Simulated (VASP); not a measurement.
## Co: surface energy and work function by face

Aim: compare the low-index faces of Co at one level of theory.

Program: VASP 6.6.1. Level of theory: PBE, spin-polarised from a ferromagnetic start; plane waves and PAW (Co). Results are calculated unless marked as measured.

**1. The starting structure**

It takes space group P6_3/mmc (No. 194, hexagonal). The conventional cell has a = 2.510 Å, b = 2.510 Å, c = 4.071 Å, α = 90.00°, β = 90.00°, γ = 120.00°. Nearest to Co lie 12 Co at 2.50 to 2.51 Å.

Structure file:

```cif
data_structure
_symmetry_space_group_name_H-M 'P6_3/mmc'
_symmetry_Int_Tables_number 194
_cell_length_a 2.5100
_cell_length_b 2.5100
_cell_length_c 4.0712
_cell_angle_alpha 90.000
_cell_angle_beta 90.000
_cell_angle_gamma 120.000
_cell_volume 22.21
loop_
_atom_site_label
_atom_site_type_symbol
_atom_site_symmetry_multiplicity
_atom_site_Wyckoff_symbol
_atom_site_fract_x
_atom_site_fract_y
_atom_site_fract_z
_atom_site_occupancy
Co1 Co 2 d 0.33333 0.66667 0.75000 1
```

**2. The bulk reference, job relaxation, k-mesh 18×18×10**

The bulk crystal is relaxed first, so that the slabs are cut at this functional's lattice.

INCAR

```
SYSTEM = Co
PREC = Accurate
ENCUT = 420
EDIFF = 1E-06
NELM = 120
ISMEAR = 1
SIGMA = 0.15
LREAL = .FALSE.
ALGO = Normal
GGA = PE
NBANDS = 19
ISPIN = 2
MAGMOM = 2 2
LASPH = .TRUE.
LMAXMIX = 4
LORBIT = 11
LWAVE = .FALSE.
LCHARG = .FALSE.
KPAR = 4
IBRION = 2
NSW = 30
ISIF = 3
EDIFFG = -0.01
POTIM = 0.4
```

POSCAR

```
Co
1.0
    2.5100000000      0.0000000000      0.0000000000
   -1.2550000000      2.1737237635      0.0000000000
    0.0000000000      0.0000000000      4.0712200000
Co
2
Direct
    0.0000000000      0.0000000000      0.0000000000
    0.3333333333      0.6666666667      0.5000000000
```

KPOINTS

```
Automatic mesh
0
Gamma
18 18 10
0 0 0
```

Potentials, in the order of the species: Co (PBE family, release 64).

Command:

```bash
> mpirun -np 4 vasp_std
```

The program printed:

```text
[banner, memory and clock lines left out]
running    4 mpi-ranks, on    1 nodes
 distrk:  each k-point on    1 cores,    4 groups
 distr:  one band on    1 cores,    1 groups

 POSCAR found type information on POSCAR Co
 POSCAR found :  1 types and       2 ions
 LDA part: xc-table for (Slater+PW92), standard interpolation
 POSCAR, INCAR and KPOINTS ok, starting setup
 FFT: planning ... GRIDC
 FFT: planning ... GRID_SOFT
 FFT: planning ... GRID
 WAVECAR not read
 entering main loop
       N       E                     dE             d eps       ncg     rms          rms(c)
DAV:   1     0.757148505801E+02    0.75715E+02   -0.68677E+03 17808   0.107E+03
DAV:   2    -0.125832999249E+02   -0.88298E+02   -0.79814E+02 17145   0.204E+02
DAV:   3    -0.160869991019E+02   -0.35037E+01   -0.33821E+01 18786   0.512E+01
DAV:   4    -0.161480815940E+02   -0.61082E-01   -0.61035E-01 21946   0.570E+00
DAV:   5    -0.161493792903E+02   -0.12977E-02   -0.12976E-02 19329   0.716E-01    0.146E+01
DAV:   6    -0.145257401605E+02    0.16236E+01   -0.85824E+00 18501   0.594E+01    0.707E+00
DAV:   7    -0.140963926669E+02    0.42935E+00   -0.13375E+00 19220   0.218E+01    0.376E+00
DAV:   8    -0.140768648985E+02    0.19528E-01   -0.16345E-02 22302   0.124E+00    0.164E+00
DAV:   9    -0.140626322481E+02    0.14233E-01   -0.32236E-03 25883   0.103E+00    0.417E-01
DAV:  10    -0.140619253598E+02    0.70689E-03   -0.70845E-04 22116   0.316E-01    0.505E-02
DAV:  11    -0.140619048580E+02    0.20502E-04   -0.39012E-05 23455   0.761E-02    0.335E-02
DAV:  12    -0.140619056195E+02   -0.76153E-06   -0.43037E-06 18308   0.244E-02
   1 F= -.14061906E+02 E0= -.14062106E+02  d E =-.140619E+02  mag=     3.2049
 curvature:   0.00 expect dE= 0.000E+00 dE for cont linesearch  0.000E+00
 trial: gam= 0.00000 g(F)=  0.825E-49 g(S)=  0.394E-01 ort = 0.000E+00 (trialstep = 0.100E+01)
 search vector abs. value=  0.394E-01
 bond charge predicted
       N       E                     dE             d eps       ncg     rms          rms(c)
DAV:   1    -0.145825481732E+02   -0.52064E+00   -0.40309E+00 18399   0.345E+01    0.585E+00
DAV:   2    -0.141719039200E+02    0.41064E+00   -0.14035E+00 18448   0.253E+01    0.373E+00
DAV:   3    -0.140812373545E+02    0.90667E-01   -0.18450E-01 18228   0.845E+00    0.157E+00
DAV:   4    -0.140742896779E+02    0.69477E-02   -0.32362E-03 20408   0.595E-01    0.544E-01
DAV:   5    -0.140681520841E+02    0.61376E-02   -0.98867E-04 26047   0.398E-01    0.131E-01
DAV:   6    -0.140680750725E+02    0.77012E-04   -0.22816E-04 21691   0.150E-01    0.525E-02
DAV:   7    -0.140680722334E+02    0.28391E-05   -0.14273E-05 18699   0.414E-02    0.195E-02
DAV:   8    -0.140680700222E+02    0.22112E-05   -0.65861E-07 11552   0.101E-02    0.278E-03
DAV:   9    -0.140680697728E+02    0.24944E-06   -0.10463E-07  8919   0.444E-03
   2 F= -.14068070E+02 E0= -.14068013E+02  d E =-.616415E-02  mag=     3.1649
[...]
3 F= -.14073813E+02 E0= -.14073897E+02  d E =-.119078E-01  mag=     3.1826
[...]
4 F= -.14073811E+02 E0= -.14073891E+02  d E =-.119052E-01  mag=     3.1821
[...]
5 F= -.14073855E+02 E0= -.14073935E+02  d E =-.437180E-04  mag=     3.1809
[...]
6 F= -.14073857E+02 E0= -.14073937E+02  d E =-.460465E-04  mag=     3.1804
[...]
7 F= -.14073857E+02 E0= -.14073938E+02  d E =-.465278E-04  mag=     3.1805
 curvature:  -0.59 expect dE=-0.129E-04 dE for cont linesearch -0.222E-05
 ZBRENT: bisectioning
 opt :   1.1118  next Energy=   -14.073864 (dE=-0.529E-04)
 bond charge predicted
       N       E                     dE             d eps       ncg     rms          rms(c)
DAV:   1    -0.140738627285E+02   -0.46520E-05   -0.18747E-04 18635   0.967E-02    0.158E-02
DAV:   2    -0.140738581885E+02    0.45400E-05   -0.21999E-06 15476   0.238E-02    0.829E-03
DAV:   3    -0.140738569625E+02    0.12260E-05   -0.25578E-06 14617   0.133E-02    0.340E-03
DAV:   4    -0.140738569403E+02    0.22182E-07   -0.23667E-07  8505   0.586E-03
   8 F= -.14073857E+02 E0= -.14073938E+02  d E =-.460948E-04  mag=     3.1807
 curvature:  -1.71 expect dE=-0.296E-04 dE for cont linesearch -0.838E-06
 trial: gam=-0.06417 g(F)=  0.320E-48 g(S)=  0.173E-04 ort = 0.623E-05 (trialstep = 0.959E+00)
 search vector abs. value=  0.168E-04
 reached required accuracy - stopping structural energy minimisation
```

The job ended after 2.1 min (4 MPI ranks of AMD EPYC 7R13 (Zen 3), shared host; peak memory 0.72 GiB; 6.8 min of CPU time).

The logs omit lines about the potential files and the build; timing stands in the text.

From OUTCAR (step 2):

```text
ion  position               nearest neighbor table
   1  0.000  0.000  0.000-   2 2.50   2 2.50   2 2.50   2 2.50   2 2.50   2 2.50
   2  0.333  0.667  0.500-   1 2.50   1 2.50   1 2.50   1 2.50   1 2.50   1 2.50

  LATTYP: Found a hexagonal cell.
 ALAT       =     2.5100000000
 C/A-ratio  =     1.6220000000

 Subroutine GETGRP returns: Found 24 space group operations
 (whereof 12 operations were pure point group operations)

The static configuration has the point symmetry D_3h.
 The point group associated with its full space group is D_6h.

 Found    222 irreducible k-points:

   k-points           NKPTS =    222   k-points in BZ     NKDIM =    222   number of bands    NBANDS=     19

   dimension x,y,z NGX =    18 NGY =   18 NGZ =   28
   dimension x,y,z NGXF=    36 NGYF=   36 NGZF=   56

   ENCUT  =  420.0 eV  30.87 Ry    5.56 a.u.   4.19  4.19  6.80*2*pi/ulx,y,z

   NELECT =      18.0000    total number of electrons

 k-points in reciprocal lattice and weights: Automatic mesh
   0.00000000  0.00000000  0.00000000       0.000
   0.05555556 -0.00000000  0.00000000       0.002
   0.11111111 -0.00000000  0.00000000       0.002
   0.16666667 -0.00000000  0.00000000       0.002
   0.22222222 -0.00000000  0.00000000       0.002
   0.27777778 -0.00000000  0.00000000       0.002
   0.33333333 -0.00000000  0.00000000       0.002
   0.38888889 -0.00000000  0.00000000       0.002
   0.44444444 -0.00000000  0.00000000       0.002
[...]
0.33333333  0.27777778  0.50000000       0.004
   0.33333333  0.33333333  0.50000000       0.001

 average (electrostatic) potential at core
       1 -78.2158       2 -78.2158

 E-fermi :  10.3333

 spin component 1
 k-point     1 :       0.0000    0.0000    0.0000
  band No.  band energies     occupation
    ...
      8       8.4084      1.00000
      9       8.4084      1.00000
     10       9.5157      1.00000
     11       9.5157      1.00000
     12      10.2627      0.85374
     13      16.7430      0.00000
     14      32.3725      0.00000
     15      34.9911      0.00000
     16      34.9911      0.00000
     17      35.4942      0.00000
    ...

 k-point     2 :       0.0556   -0.0000    0.0000
  band No.  band energies     occupation
    ...
      7       8.1054      1.00000
      8       8.3529      1.00000
      9       8.3757      1.00000
     10       9.0273      1.00000
     11       9.5299      1.00000
     12      10.8798     -0.00000
     13      16.7614      0.00000
     14      31.5756      0.00000
     15      33.3714      0.00000
     16      33.7015      0.00000
    ...

 k-point     3 :       0.1111   -0.0000    0.0000
  band No.  band energies     occupation
    ...
      7       8.0693      1.00000
      8       8.2372      1.00000
      9       8.2868      1.00000
     10       8.5575      1.00000
     11       9.5658      1.00000
     12      11.8554     -0.00000
     13      16.8209      0.00000
     14      29.2914      0.00000
     15      32.0306      0.00000
     16      32.5273      0.00000
    ...

 k-point     4 :       0.1667   -0.0000    0.0000
  band No.  band energies     occupation
    ...
      7       8.1822      1.00000
      8       8.2303      1.00000
      9       8.3700      1.00000
     10       8.4438      1.00000
     11       9.6103      1.00000
     12      12.9460     -0.00000
     13      16.9336      0.00000
     14      26.7081      0.00000
     15      30.4562      0.00000
     16      31.9251      0.00000
    ...

 k-point     5 :       0.2222   -0.0000    0.0000
  band No.  band energies     occupation
    ...
      7       8.2336      1.00000
      8       8.4830      1.00000
      9       8.4952      1.00000
     10       8.7060      1.00000
     11       9.6526      1.00000
     12      14.1271      0.00000
     13      17.1111      0.00000
     14      24.1877      0.00000
     15      29.0242      0.00000
     16      31.2069      0.00000
    ...

 k-point     6 :       0.2778   -0.0000    0.0000
  band No.  band energies     occupation
    ...
      7       8.1053      1.00000
      8       8.8180      1.00000
      9       8.8562      1.00000
     10       8.9981      1.00000
     11       9.6872      1.00000
     12      15.3871      0.00000
     13      17.3267      0.00000
     14      21.8691      0.00000
     15      27.7659      0.00000
     16      29.3805      0.00000
    ...

  Total        0.0191178      0.0191178      0.0128382     -0.0000000     -0.0000000      0.0000000
  in kB        1.4196762      1.4196762      0.9533604     -0.0000000     -0.0000000      0.0000000
  external PRESSURE =       1.2642376 kB  Pullay stress =       0.0000000 kB

  energy-cutoff  :      420.00
  volume of cell :       21.58
      direct lattice vectors                 reciprocal lattice vectors
     2.488005121  0.000000000  0.000000000     0.401928433  0.232053489 -0.000000000
    -1.244002561  2.154675640  0.000000000     0.000000000  0.464106978 -0.000000000
     0.000000000  0.000000000  4.024625300    -0.000000000 -0.000000000  0.248470336

 POSITION                                       TOTAL-FORCE (eV/Angst)
 -----------------------------------------------------------------------------------
      0.00000      0.00000      0.00000         0.000000     -0.000000     -0.000000
     -0.00000      1.43645      2.01231        -0.000000      0.000000      0.000000
 -----------------------------------------------------------------------------------
    total drift:                               -0.000000      0.000000     -0.000000

  FREE ENERGIE OF THE ION-ELECTRON SYSTEM (eV)
  ---------------------------------------------------
  free  energy   TOTEN  =       -14.0738569403 eV

  energy  without entropy=      -14.0740992073  energy(sigma->0) =      -14.07393770

 reached required accuracy - stopping structural energy minimisation

 total charge
# of ion       s       p       d       tot
------------------------------------------
    1        0.491   0.526   7.266   8.283
    2        0.491   0.526   7.266   8.283
--------------------------------------------------
tot          0.982   1.052  14.533  16.567

 magnetization (x)
# of ion       s       p       d       tot
------------------------------------------
    1       -0.015  -0.056   1.682   1.610
    2       -0.015  -0.056   1.682   1.610
--------------------------------------------------
tot         -0.031  -0.113   3.365   3.221

[... 6 further parts left out ...]
```

The magnetic state follows from one typed start and may not be the lowest. The run keeps the 24 symmetry operations of its start, so it cannot find a distortion of lower symmetry.

Step by step:

```
step  energy less that of the first step (eV)  largest force (eV/Å)  pressure (GPa)  volume (Å³)
   1                                   0.0000                0.0000           -5.95        22.21
   2                                  -0.0062                0.0000            4.51        21.17
   3                                  -0.0119                0.0000            0.01        21.59
   4                                  -0.0119                0.0000            0.13        21.58
   5                                  -0.0119                0.0000            0.13        21.58
   6                                  -0.0120                0.0000            0.13        21.58
   7                                  -0.0120                0.0000            0.13        21.58
   8                                  -0.0120                0.0000            0.13        21.58
```

```
conventional cell, symmetrised  before  after  change
                         a (Å)   2.510  2.488  -0.9 %
                         b (Å)   2.510  2.488  -0.9 %
                         c (Å)   4.071  4.025  -1.1 %
              volume (Å³/atom)   11.11  10.79  -2.9 %
```

The relaxed structure:

```
Co
1.0
     2.48801    0.00000    0.00000
    -1.24400    2.15468    0.00000
     0.00000    0.00000    4.02463
Co
2
Cartesian
  0.0000 0.0000 0.0000
  0.0000 1.4365 2.0123
```

Numbers from this step:

* electronic cycles: 49
* electrons: 18
* free energy (TOTEN): -14.07 eV
* energy at zero smearing: -14.07 eV
* Fermi energy: 10.33 eV
* moment of the cell, from the last line of the log: 3.181 μB
* metallic: yes

Spin moment in the PAW sphere by atom:

```
atom  spin moment in the PAW sphere (μB)
 Co1                                1.61
 Co2                                1.61
```

The run ended after 8 ionic steps, 0.012 eV below its first step, once forces and stress met EDIFFG = -0.01.

Energy at zero smearing: -14.07394 eV.

**3. The bulk reference, job self-consistent run, k-mesh 21×21×12**

INCAR

```
SYSTEM = Co
PREC = Normal
ENCUT = 320
EDIFF = 1E-06
NELM = 120
ISMEAR = 1
SIGMA = 0.15
LREAL = .FALSE.
ALGO = Fast
GGA = PE
NBANDS = 19
ISPIN = 2
MAGMOM = 2 2
LASPH = .TRUE.
LMAXMIX = 4
LORBIT = 11
LWAVE = .FALSE.
LCHARG = .FALSE.
KPAR = 4
```

POSCAR

```
Co
1.0
    2.4880051214      0.0000000000      0.0000000000
   -1.2440025607      2.1546756399      0.0000000000
    0.0000000000      0.0000000000      4.0246253001
Co
2
Direct
    0.0000000000      0.0000000000      0.0000000000
    0.3333333333      0.6666666667      0.5000000000
```

KPOINTS

```
Automatic mesh
0
Gamma
21 21 12
0 0 0
```

Command:

```bash
> mpirun -np 4 vasp_std
```

The program printed:

```text
[... set-up lines as in an earlier step ...]
 entering main loop
       N       E                     dE             d eps       ncg     rms          rms(c)
DAV:   1     0.629961205231E+02    0.62996E+02   -0.57096E+03 27472   0.865E+02
DAV:   2    -0.134134729973E+02   -0.76410E+02   -0.68880E+02 26138   0.183E+02
DAV:   3    -0.160834926768E+02   -0.26700E+01   -0.26007E+01 28347   0.424E+01
DAV:   4    -0.161264722418E+02   -0.42980E-01   -0.42954E-01 32114   0.462E+00
DAV:   5    -0.161275125268E+02   -0.10403E-02   -0.10402E-02 29107   0.640E-01    0.149E+01
RMM:   6    -0.144910190525E+02    0.16365E+01   -0.75953E+00 29974   0.299E+01    0.713E+00
RMM:   7    -0.141387281506E+02    0.35229E+00   -0.86562E-01 29634   0.108E+01    0.414E+00
RMM:   8    -0.141031217436E+02    0.35606E-01   -0.24471E-02 33706   0.107E+00    0.176E+00
RMM:   9    -0.140898183642E+02    0.13303E-01   -0.75393E-03 35693   0.493E-01    0.417E-01
RMM:  10    -0.140892183636E+02    0.60000E-03   -0.13390E-03 32169   0.346E-01    0.107E-01
RMM:  11    -0.140892377468E+02   -0.19383E-04   -0.49352E-04 38374   0.129E-01    0.516E-02
WARNING in EDDRMM: call to ZHEGV failed, returncode =   8  4     19
RMM:  12    -0.140892469073E+02   -0.91605E-05   -0.60315E-05 35295   0.493E-02    0.336E-02
RMM:  13    -0.140892473044E+02   -0.39708E-06   -0.14706E-05 33264   0.386E-02    0.138E-02
RMM:  14    -0.140892448254E+02    0.24790E-05   -0.58320E-06 32361   0.195E-02    0.371E-03
RMM:  15    -0.140892444744E+02    0.35102E-06   -0.20148E-06 20180   0.795E-03
   1 F= -.14089244E+02 E0= -.14089101E+02  d E =-.431723E-03  mag=     3.1923
```

Wall time 24 s (4 MPI ranks); peak memory 0.67 GiB; 74 s of CPU time.

From OUTCAR (step 3):

```text
  LATTYP: Found a hexagonal cell.
 ALAT       =     2.4880051214
 C/A-ratio  =     1.6176113407

 Found    336 irreducible k-points:

   k-points           NKPTS =    336   k-points in BZ     NKDIM =    336   number of bands    NBANDS=     19

   dimension x,y,z NGX =    12 NGY =   12 NGZ =   18
   dimension x,y,z NGXF=    24 NGYF=   24 NGZF=   36

   ENCUT  =  320.0 eV  23.52 Ry    4.85 a.u.   3.63  3.63  5.87*2*pi/ulx,y,z

   NELECT =      18.0000    total number of electrons

 E-fermi :  10.3372

 spin component 1
 k-point     1 :       0.0000    0.0000    0.0000
  band No.  band energies     occupation
    ...
      8       8.4130      1.00000
      9       8.4130      1.00000
     10       9.5214      1.00000
     11       9.5214      1.00000
     12      10.2606      0.87591
     13      16.7443      0.00000
     14      32.3760      0.00000
     15      34.9965      0.00000
     16      34.9966      0.00000
     17      35.5100      0.00000
    ...

 k-point     2 :       0.0476    0.0000    0.0000
  band No.  band energies     occupation
    ...
      7       8.0983      1.00000
      8       8.3739      1.00000
      9       8.3889      1.00000
     10       9.1205      1.00000
     11       9.5320      1.00000
     12      10.7546     -0.00030
     13      16.7577      0.00000
     14      31.8078      0.00000
     15      33.5780      0.00000
     16      33.9459      0.00000
    ...

 k-point     3 :       0.0952    0.0000    0.0000
  band No.  band energies     occupation
    ...
      7       8.1924      1.00000
      8       8.1962      1.00000
      9       8.3215      1.00000
     10       8.6559      1.00000
     11       9.5598      1.00000
     12      11.5634     -0.00000
     13      16.8004      0.00000
     14      30.0154      0.00000
     15      32.5077      0.00000
     16      32.7218      0.00000
    ...

 k-point     4 :       0.1429    0.0000    0.0000
  band No.  band energies     occupation
    ...
      7       8.1441      1.00000
      8       8.2229      1.00000
      9       8.3523      1.00000
     10       8.4403      1.00000
     11       9.5966      1.00000
     12      12.4674     -0.00000
     13      16.8784      0.00000
     14      27.8239      0.00000
     15      31.1193      0.00000
     16      32.1921      0.00000
    ...

  Total        0.0625329      0.0625329      0.0124536     -0.0000000      0.0000000      0.0000000
  in kB        4.6436617      4.6436617      0.9247973     -0.0000000      0.0000000      0.0000000
  external PRESSURE =       3.4040402 kB  Pullay stress =       0.0000000 kB

  energy-cutoff  :      320.00
  volume of cell :       21.58
      direct lattice vectors                 reciprocal lattice vectors
     2.488005121  0.000000000  0.000000000     0.401928433  0.232053489  0.000000000
    -1.244002561  2.154675640  0.000000000     0.000000000  0.464106978  0.000000000
     0.000000000  0.000000000  4.024625300     0.000000000  0.000000000  0.248470336

 POSITION                                       TOTAL-FORCE (eV/Angst)
 -----------------------------------------------------------------------------------
      0.00000      0.00000      0.00000        -0.000000      0.000000      0.000000
     -0.00000      1.43645      2.01231         0.000000      0.000000      0.000000
 -----------------------------------------------------------------------------------
    total drift:                               -0.000000      0.000000     -0.000000

  FREE ENERGIE OF THE ION-ELECTRON SYSTEM (eV)
  ---------------------------------------------------
  free  energy   TOTEN  =       -14.0892444744 eV

  energy  without entropy=      -14.0888127511  energy(sigma->0) =      -14.08910057

 total charge
# of ion       s       p       d       tot
------------------------------------------
    1        0.491   0.527   7.254   8.272
    2        0.491   0.527   7.254   8.272
--------------------------------------------------
tot          0.983   1.054  14.508  16.545

 magnetization (x)
# of ion       s       p       d       tot
------------------------------------------
    1       -0.015  -0.055   1.686   1.616
    2       -0.015  -0.055   1.686   1.616
--------------------------------------------------
tot         -0.030  -0.110   3.373   3.232

[... 2 parts as in an earlier step ...]

[... 11 further parts left out ...]
```

This step gave:

* electronic cycles: 15
* free energy (TOTEN): -14.09 eV
* energy at zero smearing: -14.09 eV
* Fermi energy: 10.34 eV
* moment of the cell, from the last line of the log: 3.192 μB

Energy at zero smearing: -14.08910 eV.

The run ends at a pressure of 0.34 GPa.

(Part 1 of 5 ends here.)

[Lines on the potential files, build, host, timing and source positions are cut from VASP's logs without a mark.]

[Logs are printed without paths, hosts, clocks, repeated set-up lines and the standing remarks that a program may print on its own settings, such as how far it seeks lower states.]

[Hosts, paths, dates, database ids (printed as entryN), source tags and the programs' standing remarks are cut or masked in the printed files.]

[Runs that stopped without an error message from VASP are left out.]
